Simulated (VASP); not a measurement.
Output of a VASP run:

### OSZICAR
```
       N       E                     dE             d eps       ncg     rms          rms(c)
DAV:   1     0.464786405710E+03    0.46479E+03   -0.34191E+04   536   0.814E+02
DAV:   2    -0.122827362420E+02   -0.47707E+03   -0.46506E+03   632   0.242E+02
DAV:   3    -0.391960000157E+02   -0.26913E+02   -0.26719E+02   544   0.541E+01
DAV:   4    -0.395733685466E+02   -0.37737E+00   -0.37678E+00   576   0.630E+00
DAV:   5    -0.395797725363E+02   -0.64040E-02   -0.64020E-02   592   0.736E-01    0.119E+01
DAV:   6    -0.366920632169E+02    0.28877E+01   -0.74549E+00   544   0.141E+01    0.888E+00
DAV:   7    -0.365608840610E+02    0.13118E+00   -0.16474E+00   560   0.392E+00    0.421E+00
DAV:   8    -0.365344419031E+02    0.26442E-01   -0.17619E-01   552   0.222E+00    0.528E-01
DAV:   9    -0.365313883383E+02    0.30536E-02   -0.28112E-02   568   0.104E+00    0.136E-01
DAV:  10    -0.365311716385E+02    0.21670E-03   -0.13595E-03   560   0.194E-01    0.766E-02
DAV:  11    -0.365312271040E+02   -0.55466E-04   -0.44161E-04   560   0.743E-02    0.348E-02
DAV:  12    -0.365312165021E+02    0.10602E-04   -0.10419E-04   552   0.340E-02    0.750E-03
DAV:  13    -0.365312175609E+02   -0.10589E-05   -0.54953E-06   480   0.866E-03    0.324E-03
DAV:  14    -0.365312173091E+02    0.25178E-06   -0.12766E-06   312   0.601E-03
   1 F= -.36531217E+02 E0= -.36560391E+02  d E =0.875202E-01
```

File OUTCAR:
```
------------------------ aborting loop because EDIFF is reached ----------------------------------------
  FORCE on cell =-STRESS in cart. coord.  units (eV):
  Direction    XX          YY          ZZ          XY          YZ          ZX
  --------------------------------------------------------------------------------------
  Total      -20.9205567    -20.9205468    -30.5260031     -0.0000027     -0.0000000     -0.0000000
  in kB      -92.1034115    -92.1033677   -134.3916925     -0.0000121     -0.0000000     -0.0000000
  external PRESSURE =    -106.1994906 kB  Pullay stress =       0.0000000 kB
  volume of cell :      363.92
      direct lattice vectors                 reciprocal lattice vectors
     4.407799000  0.000000000  0.000000000     0.226870599  0.130983803  0.000000000
    -2.203899000  3.817265000  0.000000000     0.000000000  0.261967665  0.000000000
     0.000000000  0.000000000 21.628879000     0.000000000  0.000000000  0.046234481
  FREE ENERGIE OF THE ION-ELECTRON SYSTEM (eV)
  ---------------------------------------------------
  free  energy   TOTEN  =       -36.5312173091 eV

  energy  without entropy=      -36.6187374674  energy(sigma->0) =      -36.56039070
```
(Selected blocks of OUTCAR.)

POSCAR:
```
CdSe
1
    4.4077990000     0.0000000000     0.0000000000
   -2.2038990000     3.8172650000     0.0000000000
    0.0000000000     0.0000000000    21.6288790000
Cd Se
6 6
Direct
  0.0000000000   0.0000000000   0.0000000000
  0.0000000000   0.0000000000   0.5000000000
  0.6666670000   0.3333330000   0.8332500000
  0.3333330000   0.6666670000   0.3332500000
  0.6666670000   0.3333330000   0.1665000000
  0.3333330000   0.6666670000   0.6665000000
  0.0000000000   0.0000000000   0.8746000000
  0.0000000000   0.0000000000   0.3746000000
  0.6666670000   0.3333330000   0.7078500000
  0.3333330000   0.6666670000   0.2078500000
  0.6666670000   0.3333330000   0.0415000000
  0.3333330000   0.6666670000   0.5415000000
```

Task: Write an INCAR and KPOINTS that could have produced this output.

Result: This is not unique; one that fits is the input of the run itself, LDA (Ceperley-Alder, Perdew-Zunger), plane waves, VASP's LDA PAW potentials (set 64).

### INCAR
```
ALGO=Normal
EDIFF=1E-6
ENCUT=240
ISIF=2
ISMEAR=1
LASPH=T
LCHARG=F
LMAXMIX=4
LREAL=F
LWAVE=F
NELM=100
PREC=Accurate
SIGMA=0.5
SYSTEM=CdSe
```

KPOINTS:
```
Automatic mesh
0
Gamma
2 2 2
0 0 0
```

POTCAR, in this order: Cd Se (LDA.64 set). Program: vasp_std.

At this cut-off the stress carries a Pulay error, which pulls relaxed volumes low.

The structure was generated: CdSe was put into an ordered model structure, which need not be its known phase. The cell was not relaxed at this level. The k-mesh is coarse (spacing up to 0.82 per Å, 2π included), so the numbers may not be converged in it. The run is one of a series of settings (ENCUT = 240, GGA removed, ISMEAR = 1, SIGMA = 0.5, KPOINTS 2×2×2 Γ-centred mesh, POTCAR Cd Se (LDA.64 set) against the base run), some of them coarse on purpose.
